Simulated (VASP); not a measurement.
Given:

```xyz
2
Lattice="2.8600 0.0000 0.0000 0.0000 2.8600 0.0000 0.0000 0.0000 2.8600" Properties=species:S:1:pos:R:3 pbc="T T T"
Al     1.4300     1.4300     1.4300
Co     0.0000     0.0000     0.0000
```

Calculation: TPSS meta-GGA, VASP's PBE PAW potentials (set 64) (plane waves; VASP). Settings: 520 eV cut-off, 11×11×11 Γ-centred mesh, first-order Methfessel-Paxton smearing of 0.10 eV, potentials Al Co.

Energy and stress use the plane-wave basis of the starting cell.

### Question
The ions, cell shape and volume are relaxed. Give the cell that the relaxation ends in.

### Answer

```xyz
2
Lattice="2.8305 0.0000 0.0000 0.0000 2.8305 0.0000 0.0000 0.0000 2.8305" Properties=species:S:1:pos:R:3 pbc="T T T"
Al     1.4153     1.4153     1.4153
Co     0.0000     0.0000     0.0000
```
Space group Pm-3m (221), at a tolerance of 0.03 Å.

### Question
How do energy and volume change from the first to the last step?

### Answer
The energy (σ→0) changes by -6.5 meV/atom and the volume by -3.1 %, in 3 ionic steps.

The compound is CoAl in the CsCl type structure. This run relaxes it. Symmetry was kept, so distortions that lower it aren't found. The run is not spin-polarised, so no magnetic state was tried.
